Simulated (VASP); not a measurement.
Here is the system:

```xyz
4
Lattice="1.2349 -2.1389 0.0000 1.2349 2.1389 0.0000 0.0000 0.0000 4.0871" Properties=species:S:1:pos:R:3 pbc="T T T"
B      1.2349    -0.7130     2.0459
B      1.2349     0.7130     0.0023
N      1.2349    -0.7130     3.5739
N      1.2349     0.7130     1.5303
```

All values below come from PBE GGA, VASP's PBE PAW potentials (set 64) (plane waves; VASP). Settings: 620 eV cut-off, 10×10×6 Γ-centred mesh, Gaussian smearing of 0.050 eV, potentials B N.

Task: Predict the energy per atom (σ→0), pressure.

Result: 
```
Quantity                        Value
---------------------  --------------
energy per atom (σ→0)  -8.634 eV/atom
pressure                    45.13 GPa
```

The absolute energy has meaning only against runs of the same code, potentials and settings.

The compound is BN in the wurtzite structure, a metastable high-pressure form. It was relaxed first under an external pressure of 45 GPa.
